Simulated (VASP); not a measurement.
Given:

```yaml
crystal:
  lattice:
    - [3.88951, -2.16188, -0.02665]
    - [3.88951, 2.16188, -0.02665]
    - [2.71224, 0.00000, 3.52796]
  atoms:
    - { symbol: Sb, position: [0.23631, 0.23631, 0.23631] }
    - { symbol: Sb, position: [0.76369, 0.76369, 0.76369] }
```

Method: PBE GGA with D4 dispersion, VASP's PBE PAW potentials (set 64) (plane waves; VASP 6.6.1). Numerical set-up: 520 eV cut-off, Gaussian smearing of 0.050 eV, potentials Sb.

Unless said otherwise, spin-orbit coupling is left out, though it shifts the bands of the heavy elements here.

### Question
Give the energies of bands 2 to 8 at the high-symmetry points, in eV from the valence-band maximum.

### Answer

| band | Γ | T | H2 | L | S0 | F |
|---|---|---|---|---|---|---|
| 2 | -4.47 | -8.92 | -8.85 | -9.48 | -8.87 | -7.65 |
| 3 | -1.75 | -1.02 | -4.80 | -1.52 | -5.12 | -5.34 |
| 4 | -1.59 | -1.02 | -4.69 | -1.35 | -2.96 | -3.54 |
| 5 | -1.59 | -0.20 | -0.34 | -0.09 | -2.65 | -3.49 |
| 6 | 2.58 | 0.18 | 0.82 | 0.07 | 3.07 | 1.86 |
| 7 | 3.06 | 0.18 | 4.91 | 0.45 | 3.58 | 5.29 |
| 8 | 3.06 | 1.17 | 4.96 | 0.50 | 4.29 | 5.69 |

The gap is direct, 0.06 eV, from the valence maximum at T-H2 at 0.09 to the conduction minimum at T-H2 at 0.09.

The compound is Sb in the a7 structure. It was relaxed first.
